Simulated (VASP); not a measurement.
A run of VASP 6.6.1 is set up as follows.

File INCAR:

```
SYSTEM = ScBS3
ALGO = Fast
EDIFF = 1E-7
EDIFFG = -0.01
ENCUT = 600
GGA = PE
IBRION = 2
ISIF = 3
ISMEAR = 0
LASPH = .True.
LCHARG = .False.
LREAL = .False.
LWAVE = .False.
NELM = 80
NSW = 100
PREC = Accurate
SIGMA = 0.1
```

KPOINTS

```
k-points
0
Gamma
  10 10 10
  0 0 0
```

Contents of POSCAR:

```
ScBS3
1.0
    4.2348131290      0.0000000000      0.0000000000
    0.0000000000      4.2348131290      0.0000000000
    0.0000000000      0.0000000000      4.2348131290
Sc B S
1 1 3
Direct
    0.5000000000      0.5000000000      0.5000000000
    0.0000000000      0.0000000000      0.0000000000
    0.5000000000      0.0000000000      0.0000000000
    0.0000000000      0.5000000000      0.0000000000
    0.0000000000      0.0000000000      0.5000000000
```

Potentials or basis: VASP PAW PBE potentials, release 64 (Sc_sv, B, S).

Run with:

```console
$ cat potpaw_PBE.64/Sc_sv/POTCAR potpaw_PBE.64/B/POTCAR potpaw_PBE.64/S/POTCAR > POTCAR
$ mpirun -np 1 vasp_std > vasp.out
```

Task: Estimate the relaxed volume.

Result: 15.24 Å³/atom.

Task: What does it give for the relaxed cell?

Result: a = 4.240 Å, b = 4.240 Å, c = 4.240 Å, α = 90.00°, β = 90.00°, γ = 90.00°.

Task: What does it give for the band gap on the k mesh?

Result: None (metal or under the smearing width).

Final structure:
```yaml
crystal:
  lattice:
    - [4.23953, 0.00000, 0.00000]
    - [0.00000, 4.23953, 0.00000]
    - [0.00000, 0.00000, 4.23953]
  atoms:
    - { symbol: Sc, position: [0.50000, 0.50000, 0.50000] }
    - { symbol: B, position: [0.00000, 0.00000, 0.00000] }
    - { symbol: S, position: [0.50000, 0.00000, 0.00000] }
    - { symbol: S, position: [0.00000, 0.50000, 0.00000] }
    - { symbol: S, position: [0.00000, 0.00000, 0.50000] }
```
